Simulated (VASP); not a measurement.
The system is NbVTe4.

```
CELL_PARAMETERS angstrom
2.76720 -3.20577 0.00000
2.76720 3.20577 0.00000
0.00000 0.00000 10.49865
ATOMIC_POSITIONS crystal
Nb 0.00000 0.00000 0.50000
V 0.00000 0.00000 0.00000
Te 0.50000 0.00000 0.77067
Te 0.00000 0.50000 0.22933
Te 0.50000 0.00000 0.22933
Te 0.00000 0.50000 0.77067
```

The cell was built by a generator and needn't be a form met in nature.

| Quantity | Value |
| --- | --- |
| Program | VASP 6.6.1 |
| Task | relaxation of cell and atoms |
| Functional | PBE |
| Potentials or basis | VASP PAW PBE potentials, release 64 (Nb_sv, V_sv, Te) |
| Cutoff | 520 eV |
| k mesh | 3 × 3 × 2 |
| Occupations | gaussian, width 0.15 eV |
| Spin | collinear spin, ferromagnetic start |
| Starting moments | [0.0, 2.0, 0.0, 0.0, 0.0, 0.0] μB |

At the start: pressure -0.6 GPa; volume 31.04 Å³/atom.

Task: How do energy, volume and symmetry change on relaxing?

Result: Over 15 steps the energy falls by 947.7 meV/atom and the volume is 26.45 Å³/atom (-14.8 %); space group Cmmm (No. 65, to 0.05 Å); moment 2.07 μB per cell.

The path:
```csv
step,energy change (eV),largest force (eV/Å),pressure (GPa),volume (Å³)
1,0.0000,0.3560,-0.58,186.27
2,-2.0937,0.5182,-2.68,181.59
3,-4.3269,1.8245,8.75,146.13
4,-5.1747,0.9272,-2.33,166.74
5,-5.2649,1.0246,-1.62,163.46
6,-5.3008,1.0917,-1.07,161.47
7,-5.5720,0.6582,0.93,155.20
8,-5.5749,0.0074,3.47,150.37
9,-5.6063,0.3335,2.27,152.66
10,-5.6672,0.1707,-1.02,161.80
11,-5.6827,0.0277,-0.14,158.82
12,-5.6827,0.0216,-0.18,158.70
13,-5.6639,0.1437,0.97,155.66
14,-5.6826,0.0185,0.12,158.58
15,-5.6864,0.0477,-0.21,158.68
```

Final structure:
```yaml
crystal:
  lattice:
    - [3.25295, -3.53663, 0.00000]
    - [3.25295, 3.53663, 0.00000]
    - [0.00000, 0.00000, 6.89627]
  atoms:
    - { symbol: Nb, position: [0.00000, 0.00000, 0.50000] }
    - { symbol: V, position: [0.00000, 0.00000, 0.00000] }
    - { symbol: Te, position: [0.50000, 0.00000, 0.74547] }
    - { symbol: Te, position: [0.00000, 0.50000, 0.25453] }
    - { symbol: Te, position: [0.50000, 0.00000, 0.25453] }
    - { symbol: Te, position: [0.00000, 0.50000, 0.74547] }
```

Caveat: the k mesh is coarse (spacing up to 0.50 Å⁻¹), so the values aren't converged.
